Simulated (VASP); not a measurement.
Input:

```xyz
4
Lattice="4.1494 2.0709 2.0709 2.0709 4.1494 2.0709 2.0709 2.0709 4.1494" Properties=species:S:1:pos:R:3 pbc="T T T"
Ni     0.0000     0.0000     0.0000
Ni     4.1456     4.1456     4.1456
O      2.0728     2.0728     2.0728
O      6.2184     6.2184     6.2184
```
Starting moments (μB, in the order of the record's atoms Ni Ni O O): 1.3 -1.3 0.0 0.0.

All values below come from optB86b-vdW, VASP's PBE PAW potentials (set 64) (plane waves; VASP 6.6.1). Settings: 520 eV cut-off, 10×10×10 Γ-centred mesh, tetrahedra with Blöchl corrections, potentials Ni O.

Problem. What does the run give for the cell moment, energy per atom (σ→0)?

Solution. 
```json
{
  "cell_moment": "0.00 μB",
  "energy per atom (σ→0)": "-3.831 eV/atom"
}
```

Problem. Give the moment on each site (PAW-sphere projection).

Solution. 
```json
[
 {"site": "Ni1", "moment (μB)": "1.28"},
 {"site": "Ni2", "moment (μB)": "-1.28"},
 {"site": "O3", "moment (μB)": "0.00"},
 {"site": "O4", "moment (μB)": "0.00"}
]
```

Total energies compare only between runs with the same potentials, cut-off and functional.

The compound is NiO in the rock salt, AFM-II order structure. It was relaxed first.
